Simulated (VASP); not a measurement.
Input of a VASP 6.6.1 run:

Contents of INCAR:

```
PREC = Accurate
ENCUT = 520
EDIFF = 1E-6
ISMEAR = 0
SIGMA = 0.1
LREAL = F
LASPH = T
NELM = 80
ALGO = Fast
ISIF = 2
LWAVE = F
LCHARG = F
GGA = PS
NBANDS = 11
```

File KPOINTS:

```
regular mesh
0
Gamma
  28 28 28
```

Contents of POSCAR:

```
Pd
1.0
    0.0000000000      1.9362400000      1.9362400000
    1.9362400000      0.0000000000      1.9362400000
    1.9362400000      1.9362400000      0.0000000000
Pd
1
Direct
    0.0000000000      1.0000000000      1.0000000000
```

Potentials or basis: VASP PAW PBE potentials, release 64 (Pd).

Command:

```sh
$ cat potpaw_PBE.64/Pd/POTCAR > POTCAR
$ mpirun -np 1 vasp_std > vasp.out
```

Task: What does it give for the band gap on the k mesh?

Result: None (metal or under the smearing width).

Task: Estimate the pressure.

Result: 0.1 GPa.

Caveat: the PAW data sets were made with another functional, which shifts forces and pressure a little.
